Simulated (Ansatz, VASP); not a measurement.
## Al3Si2As3 in two plane-wave programs

One calculation is typed for both programs; each brings its own data sets. How far apart do they land? The cell is generated by rule, not measured, and may not be a known phase. The cell is taken from a series of runs on this material, whose earlier steps may have relaxed, scaled, displaced or heated it; both programs get it as it stands.

Method: plane waves, with VASP 6.6.1 beside it; zone-centre phonons at LDA, in Ansatz 0.2.0.

The structure was built from a prototype and need not be the compound's stable phase.

### Step 1. Starting point

Symmetry: Pmm2, No. 25, orthorhombic system. The conventional cell has a = 3.934 Å, b = 3.966 Å, c = 11.186 Å, α = 90.00°, β = 90.00°, γ = 90.00°. Al has 2 Si at 2.41 Å and 2 As at 2.44 Å nearest. Nearest to Al lie 4 As at 2.42 to 2.44 Å. Nearest to As lie 4 Al at 2.42 to 2.44 Å. Nearest to As lie 2 Al at 2.44 Å and 2 Si at 2.44 Å. Farther neighbours are not listed.

Coordinates:

```cif
data_structure
_symmetry_space_group_name_H-M 'P 1'
_symmetry_Int_Tables_number 1
_cell_length_a 3.9344
_cell_length_b 3.9662
_cell_length_c 11.1857
_cell_angle_alpha 90.000
_cell_angle_beta 90.000
_cell_angle_gamma 90.000
_cell_volume 174.55
loop_
_atom_site_label
_atom_site_type_symbol
_atom_site_fract_x
_atom_site_fract_y
_atom_site_fract_z
_atom_site_occupancy
Al1 Al 0.00000 0.00000 0.99365 1
Al2 Al 0.50000 0.50000 0.24741 1
Al3 Al 0.00000 0.00000 0.50102 1
As4 As 0.50000 0.00000 0.12344 1
As5 As 0.00000 0.50000 0.37693 1
As6 As 0.50000 0.00000 0.62997 1
Si7 Si 0.50000 0.50000 0.75707 1
Si8 Si 0.00000 0.50000 0.87051 1
```

### Step 2. VASP: zone-centre phonons, LDA

Second derivatives magnify differences that forces hide, and they need a tight electronic threshold.

Lines of VASP's logs that name or quote its potential files are left out, and so is its time.

INCAR

```
SYSTEM = Al3Si2As3
PREC = Accurate
ENCUT = 500
EDIFF = 1E-08
NELM = 120
ISMEAR = 0
SIGMA = 0.01
LREAL = .FALSE.
ALGO = Normal
GGA = PW92
NBANDS = 24
LORBIT = 11
LWAVE = .FALSE.
LCHARG = .FALSE.
ISIF = 2
IBRION = 8
LASPH = .TRUE.
GGA_COMPAT = .FALSE.
EFERMI = MIDGAP
KPAR = 2
```

POSCAR

```
Al3Si2As3
1.0
    2.7820182803      2.7820182803      0.0000000000
   -2.8045018115      2.8045018115      0.0000000000
    0.0000000000      0.0000000000     11.1856882382
Al As Si
3 3 2
Direct
    0.0000000000      0.0000000000      0.9936452529
    0.5000000000      0.5000000000      0.2474130478
    0.0000000000      0.0000000000      0.5010200331
    0.5000000000      0.0000000000      0.1234361629
    0.0000000000      0.5000000000      0.3769277236
    0.5000000000      0.0000000000      0.6299740227
    0.5000000000      0.5000000000      0.7570707474
    0.0000000000      0.5000000000      0.8705130097
```

KPOINTS

```
Automatic mesh
0
Gamma
8 8 4
0 0 0
```

The projector-augmented-wave data sets are Al, As and Si (LDA family, release 64).

Command:

```
> mpirun -np 2 vasp_std
```

Numbers of over 12 decimals in the logs are rounded to 6 here.

Log:

```text
[banner, memory and clock lines left out]
running    2 mpi-ranks, on    1 nodes
 distrk:  each k-point on    1 cores,    2 groups
 distr:  one band on    1 cores,    1 groups

 POSCAR found type information on POSCAR AlAsSi
 POSCAR found :  3 types and       8 ions
|                                                                             |
|               ----> ADVICE to this user running VASP <----                  |
|                                                                             |
|     You enforced a specific xc type in the INCAR file but a different       |
|     [... a line on the potential file left out ...]
|     I HOPE YOU KNOW WHAT YOU ARE DOING!                                     |
|                                                                             |

 LDA part: xc-table for (Slater(with rela. corr.)+PW92), standard interpolation
 POSCAR, INCAR and KPOINTS ok, starting setup
 FFT: planning ... GRIDC
 FFT: planning ... GRID_SOFT
 FFT: planning ... GRID
 WAVECAR not read
 entering main loop
       N       E                     dE             d eps       ncg     rms          rms(c)
DAV:   1     0.866203956123E+02    0.86620E+02   -0.11404E+04  3600   0.103E+03
DAV:   2    -0.362330727727E+02   -0.12285E+03   -0.11585E+03  4912   0.156E+02
DAV:   3    -0.438059635957E+02   -0.75729E+01   -0.75093E+01  4800   0.390E+01
DAV:   4    -0.439282803399E+02   -0.12232E+00   -0.12222E+00  4368   0.600E+00
DAV:   5    -0.439308050737E+02   -0.25247E-02   -0.25240E-02  4880   0.847E-01    0.764E+00
DAV:   6    -0.428765480617E+02    0.10543E+01   -0.11747E+00  4512   0.483E+00    0.440E+00
DAV:   7    -0.426232078525E+02    0.25334E+00   -0.11059E+00  4728   0.423E+00    0.114E+00
DAV:   8    -0.426083968064E+02    0.14811E-01   -0.12646E-01  4184   0.181E+00    0.522E-01
DAV:   9    -0.426089474908E+02   -0.55068E-03   -0.11246E-02  4400   0.549E-01    0.159E-01
DAV:  10    -0.426085899615E+02    0.35753E-03   -0.12780E-03  4368   0.171E-01    0.655E-02
DAV:  11    -0.426086123754E+02   -0.22414E-04   -0.25125E-04  4664   0.690E-02    0.360E-02
DAV:  12    -0.426086099854E+02    0.23900E-05   -0.27162E-05  4448   0.233E-02    0.113E-02
DAV:  13    -0.426086107976E+02   -0.81219E-06   -0.20072E-06  4544   0.744E-03    0.361E-03
DAV:  14    -0.426086107371E+02    0.60508E-07   -0.46987E-07  4544   0.285E-03    0.319E-03
DAV:  15    -0.426086107297E+02    0.73821E-08   -0.86789E-08  4504   0.137E-03
   1 F= -.42608611E+02 E0= -.42608611E+02  d E =-.681188E-43
 Linear response reoptimize wavefunctions to high precision
DAV:   1    -0.426086107243E+02    0.54220E-08   -0.32453E-08  4520   0.813E-04
DAV:   2    -0.426086107248E+02   -0.55047E-09   -0.55379E-09  3760   0.343E-04
DAV:   3    -0.426086107248E+02   -0.25921E-10   -0.14827E-10  2792   0.648E-05
 Linear response DOF=          16
 Linear response progress:
  Degree of freedom:   1/ 16
       N       E                     dE             d eps       ncg     rms          rms(c)
RMM:   1    -0.838089692961E-02   -0.83809E-02    0.27616E-03 15150   0.449E-01
RMM:   2    -0.685662910866E-02    0.15243E-02   -0.74399E-04 10431   0.116E-01    0.641E-02
RMM:   3    -0.680968409481E-02    0.46945E-04   -0.94792E-05 10920   0.327E-02    0.358E-02
RMM:   4    -0.684211437932E-02   -0.32430E-04   -0.75871E-05 10676   0.268E-02    0.675E-03
RMM:   5    -0.682721904064E-02    0.14895E-04   -0.50049E-06 11071   0.826E-03    0.136E-03
RMM:   6    -0.682907845918E-02   -0.18594E-05   -0.68472E-08 11416   0.127E-03    0.481E-04
RMM:   7    -0.682818496457E-02    0.89349E-06   -0.12729E-08 11522   0.485E-04    0.100E-04
RMM:   8    -0.682793626586E-02    0.24870E-06   -0.10221E-09 11576   0.146E-04    0.470E-05
RMM:   9    -0.682798368800E-02   -0.47422E-07    0.10815E-09 11754   0.472E-05    0.807E-06
RMM:  10    -0.682798988446E-02   -0.61965E-08    0.15036E-08 11737   0.133E-05    0.344E-06
 first order change of Fermi-energy  -0.99651E-04
 force on displaced ion       1 direction 1 :  -9.296   0.962   0.000
 Linear response progress:
  Degree of freedom:   2/ 16
       N       E                     dE             d eps       ncg     rms          rms(c)
RMM:   1    -0.133667521145E-01   -0.13367E-01   -0.26252E-03  9269   0.463E-01
RMM:   2    -0.103931124417E-01    0.29736E-02   -0.10807E-03  5975   0.143E-01    0.632E-02
RMM:   3    -0.102811251328E-01    0.11199E-03   -0.92985E-05  6459   0.325E-02    0.394E-02
RMM:   4    -0.102401921305E-01    0.40933E-04   -0.51796E-05  6507   0.238E-02    0.103E-02
RMM:   5    -0.102424553031E-01   -0.22632E-05   -0.46704E-06  6307   0.813E-03    0.194E-03
RMM:   6    -0.102425592386E-01   -0.10394E-06   -0.91674E-08  6448   0.151E-03    0.834E-04
RMM:   7    -0.102426311075E-01   -0.71869E-07   -0.73141E-09  6418   0.497E-04    0.188E-04
[...]
RMM:   7    -0.482544808319E-01    0.70465E-06   -0.36882E-09 11684   0.325E-04    0.118E-04
RMM:   8    -0.482545702354E-01   -0.89404E-07   -0.35286E-09 11939   0.840E-05    0.488E-05
RMM:   9    -0.482544725728E-01    0.97663E-07    0.43465E-09 12010   0.326E-05    0.600E-06
RMM:  10    -0.482545016088E-01   -0.29036E-07   -0.95337E-09 12059   0.156E-05    0.278E-06
RMM:  11    -0.482544826660E-01    0.18943E-07    0.14856E-08 11438   0.105E-05    0.755E-07
[...]
Degree of freedom:  12/ 16
       N       E                     dE             d eps       ncg     rms          rms(c)
RMM:   1    -0.617630569374E-01   -0.61763E-01    0.10097E-01  8424   0.932E-01
RMM:   2    -0.599968198375E-01    0.17662E-02   -0.23242E-03  5784   0.207E-01    0.862E-02
RMM:   3    -0.599268414427E-01    0.69978E-04   -0.23336E-04  6302   0.506E-02    0.463E-02
RMM:   4    -0.599821113184E-01   -0.55270E-04   -0.88003E-05  6483   0.275E-02    0.132E-02
RMM:   5    -0.599806463456E-01    0.14650E-05   -0.73941E-06  6236   0.970E-03    0.235E-03
RMM:   6    -0.599863738800E-01   -0.57275E-05   -0.37382E-07  6514   0.221E-03    0.906E-04
RMM:   7    -0.599856229111E-01    0.75097E-06   -0.29237E-08  6614   0.612E-04    0.280E-04
RMM:   8    -0.599856109463E-01    0.11965E-07   -0.85393E-09  6695   0.200E-04    0.639E-05
RMM:   9    -0.599857347473E-01   -0.12380E-06    0.65621E-09  6777   0.524E-05    0.270E-05
RMM:  10    -0.599857189833E-01    0.15764E-07    0.11490E-08  6808   0.248E-05    0.746E-06
RMM:  11    -0.599857215267E-01   -0.25434E-08   -0.47869E-09  6916   0.953E-06    0.253E-06
 first order change of Fermi-energy  -0.34352E+00
 force on displaced ion       6 direction 3 :  -0.000  -0.000 -12.377
 Linear response progress:
  Degree of freedom:  13/ 16
       N       E                     dE             d eps       ncg     rms          rms(c)
RMM:   1    -0.230591638638E-01   -0.23059E-01    0.11849E-02 15992   0.737E-01
RMM:   2    -0.189954997044E-01    0.40637E-02   -0.19815E-03  9978   0.204E-01    0.913E-02
RMM:   3    -0.189750162946E-01    0.20483E-04   -0.14204E-04 10993   0.449E-02    0.510E-02
RMM:   4    -0.190494860617E-01   -0.74470E-04   -0.95634E-05 10915   0.306E-02    0.810E-03
RMM:   5    -0.190260787261E-01    0.23407E-04   -0.52718E-06 11400   0.866E-03    0.222E-03
RMM:   6    -0.190251736674E-01    0.90506E-06   -0.10669E-07 11548   0.135E-03    0.151E-03
RMM:   7    -0.190264031204E-01   -0.12295E-05   -0.75074E-08 11448   0.727E-04    0.156E-04
RMM:   8    -0.190256625581E-01    0.74056E-06    0.26044E-08 11680   0.213E-04    0.553E-05
RMM:   9    -0.190255913630E-01    0.71195E-07   -0.15157E-09 11866   0.669E-05    0.167E-05
RMM:  10    -0.190256149769E-01   -0.23614E-07   -0.62560E-09 11688   0.213E-05    0.683E-06
RMM:  11    -0.190255937732E-01    0.21204E-07    0.43105E-09 11727   0.949E-06    0.912E-07
RMM:  12    -0.190255924352E-01    0.13380E-08   -0.41074E-09 10407   0.529E-06    0.638E-07
 first order change of Fermi-energy   0.10762E-03
 force on displaced ion       7 direction 1 :  -9.339  -2.510  -0.001
 Linear response progress:
  Degree of freedom:  14/ 16
       N       E                     dE             d eps       ncg     rms          rms(c)
RMM:   1    -0.296320517000E-01   -0.29632E-01    0.13479E-02  8994   0.710E-01
RMM:   2    -0.254513023390E-01    0.41807E-02   -0.20010E-03  5747   0.202E-01    0.909E-02
RMM:   3    -0.252870635611E-01    0.16424E-03   -0.13329E-04  6345   0.439E-02    0.544E-02
RMM:   4    -0.252203432570E-01    0.66720E-04   -0.60283E-05  6402   0.275E-02    0.115E-02
RMM:   5    -0.252236472188E-01   -0.33040E-05   -0.32746E-06  6348   0.765E-03    0.334E-03
RMM:   6    -0.252241547690E-01   -0.50755E-06   -0.16478E-07  6484   0.170E-03    0.774E-04
RMM:   7    -0.252245343966E-01   -0.37963E-06   -0.20411E-08  6541   0.401E-04    0.211E-04
RMM:   8    -0.252246743190E-01   -0.13992E-06   -0.36605E-08  6683   0.150E-04    0.544E-05
RMM:   9    -0.252246612039E-01    0.13115E-07   -0.32143E-08  6497   0.552E-05    0.159E-05
RMM:  10    -0.252246629263E-01   -0.17224E-08   -0.17839E-08  6713   0.171E-05    0.497E-06
 first order change of Fermi-energy   0.33281E+00
 force on displaced ion       7 direction 3 :  -0.000   0.000 -14.146
 Linear response progress:
  Degree of freedom:  15/ 16
       N       E                     dE             d eps       ncg     rms          rms(c)
RMM:   1    -0.239916433372E-01   -0.23992E-01    0.50429E-03 15708   0.688E-01
RMM:   2    -0.199969870523E-01    0.39947E-02   -0.19230E-03  9945   0.190E-01    0.985E-02
RMM:   3    -0.200115041092E-01   -0.14517E-04   -0.29825E-04 10775   0.539E-02    0.526E-02
RMM:   4    -0.202071144768E-01   -0.19561E-03   -0.21094E-04 10688   0.398E-02    0.110E-02
RMM:   5    -0.201785908395E-01    0.28524E-04   -0.99546E-06 11136   0.120E-02    0.266E-03
RMM:   6    -0.201844224344E-01   -0.58316E-05   -0.22124E-07 11422   0.181E-03    0.194E-03
RMM:   7    -0.201878973931E-01   -0.34750E-05   -0.12824E-07 11438   0.926E-04    0.143E-04
RMM:   8    -0.201880762152E-01   -0.17882E-06   -0.92657E-09 11757   0.223E-04    0.782E-05
RMM:   9    -0.201880941674E-01   -0.17952E-07   -0.35365E-08 11762   0.605E-05    0.355E-05
RMM:  10    -0.201881339066E-01   -0.39739E-07    0.40295E-08 11915   0.219E-05    0.648E-06
RMM:  11    -0.201881112992E-01    0.22607E-07   -0.83110E-09 11646   0.108E-05    0.226E-06
RMM:  12    -0.201881140063E-01   -0.27071E-08   -0.10328E-08 10353   0.642E-06    0.549E-07
 first order change of Fermi-energy  -0.10654E-03
 force on displaced ion       8 direction 1 : -11.863  -0.331  -0.001
 Linear response progress:
  Degree of freedom:  16/ 16
       N       E                     dE             d eps       ncg     rms          rms(c)
RMM:   1    -0.314655028598E-01   -0.31466E-01    0.61044E-03  8527   0.679E-01
RMM:   2    -0.272448787939E-01    0.42206E-02   -0.19064E-03  5654   0.189E-01    0.950E-02
RMM:   3    -0.271561670874E-01    0.88712E-04   -0.35143E-04  6091   0.546E-02    0.501E-02
RMM:   4    -0.272262663899E-01   -0.70099E-04   -0.12362E-04  6354   0.280E-02    0.166E-02
RMM:   5    -0.272245660628E-01    0.17003E-05   -0.90869E-06  6132   0.102E-02    0.347E-03
RMM:   6    -0.272324828894E-01   -0.79168E-05   -0.67861E-07  6347   0.270E-03    0.177E-03
RMM:   7    -0.272310450963E-01    0.14378E-05   -0.63393E-08  6470   0.897E-04    0.387E-04
RMM:   8    -0.272313670401E-01   -0.32194E-06    0.16437E-09  6534   0.274E-04    0.111E-04
RMM:   9    -0.272317722441E-01   -0.40520E-06    0.14968E-08  6545   0.102E-04    0.270E-05
RMM:  10    -0.272317448894E-01    0.27355E-07    0.15633E-07  6674   0.324E-05    0.864E-06
RMM:  11    -0.272317320622E-01    0.12827E-07    0.17238E-08  6701   0.105E-05    0.329E-06
RMM:  12    -0.272317279094E-01    0.41528E-08    0.16825E-10  6287   0.557E-06    0.586E-07
 first order change of Fermi-energy  -0.71427E+00
 force on displaced ion       8 direction 3 :  -0.000  -0.000 -12.502
 Linear response finished
```

(Part 1 of 2 ends here.)

[Lines on the potential files, build, host, timing and source positions are cut from VASP's logs without a mark.]

[Logs are printed without paths, hosts, clocks, repeated set-up lines and the standing remarks that a program may print on its own settings, such as how far it seeks lower states.]

[Hosts, paths, dates, database ids (printed as entryN), source tags and the programs' standing remarks are cut or masked in the printed files.]
